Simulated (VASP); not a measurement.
Computed with r2SCAN meta-GGA, VASP's PBE PAW potentials (set 64) (plane waves; VASP).

The input files of a VASP run:

File KPOINTS:
```
Automatic
0
G
  11 11 11
```

**POSCAR**
```
NiGe
1.0
  2.8814480000   0.0000000000   0.0000000000
  0.0000000000   2.8814480000   0.0000000000
  0.0000000000   0.0000000000   2.8814480000
Ni Ge
1 1
Cartesian
  0.0000000000   0.0000000000   0.0000000000
  1.4407240000   1.4407240000   1.4407240000
```

### INCAR
```
SYSTEM = NiGe
PREC = Accurate
ENCUT = 400
EDIFF = 1E-6
NELM = 100
ALGO = Normal
LREAL = .FALSE.
LASPH = .TRUE.
ISMEAR = 1
SIGMA = 0.1
METAGGA = R2SCAN
LMIXTAU = .TRUE.
LMAXMIX = 4
ISPIN = 2
MAGMOM = 2.0 0.0
LORBIT = 10
LWAVE = .FALSE.
LCHARG = .FALSE.
IBRION = 2
ISIF = 3
NSW = 60
EDIFFG = -0.01
```

POTCAR, in this order: Ni Ge_d (PBE.64 set). Program: vasp_std.

Question: What will the output report for the number of irreducible k-points (NKPTS), number of bands (NBANDS), largest plane-wave count, number of space-group operations, FFT grid (NGX, NGY, NGZ)?

Answer: 
```json
{
  "number of irreducible k-points (NKPTS)": "56",
  "number of bands (NBANDS)": "17",
  "largest_plane_wave_count": "461",
  "number_of_space_group_operations": "48",
  "FFT grid (NGX, NGY, NGZ)": "20 × 20 × 20"
}
```

The structure was generated: NiGe was put into the CsCl type (Pm-3m), which need not be its known phase. This run relaxes it. Symmetry was kept, so distortions that lower it aren't found.
